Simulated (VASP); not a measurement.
Data:

```xyz
3
Lattice="1.5089 -2.6134 0.0000 1.5089 2.6134 0.0000 0.0000 0.0000 3.4089" Properties=species:S:1:pos:R:3 pbc="T T T"
Mg     0.0000     0.0000     0.0000
B      1.5089     0.8711     1.7044
B      1.5089    -0.8711     1.7044
```

These are optB86b-vdW, VASP's PBE PAW potentials (set 64) (plane waves; VASP) values and carry that method's errors. Settings: 520 eV cut-off, 11×11×9 Γ-centred mesh, first-order Methfessel-Paxton smearing of 0.10 eV, potentials Mg B.

Q: What does the run give for the energy per atom (σ→0), pressure, band gap (on the k-mesh) with the smallest direct gap where there is one?

A: 
| Quantity | Value |
|---|---|
| band gap (on the k-mesh) | none (metal, semimetal or under 0.01 eV) |
| energy per atom (σ→0) | -4248 meV/atom |
| pressure | 10.46 GPa |

The absolute energy has meaning only against runs of the same code, potentials and settings.

The compound is MgB2 in the AlB2 type structure. This cell is one point of a volume scan, at 0.94 of the reference volume.
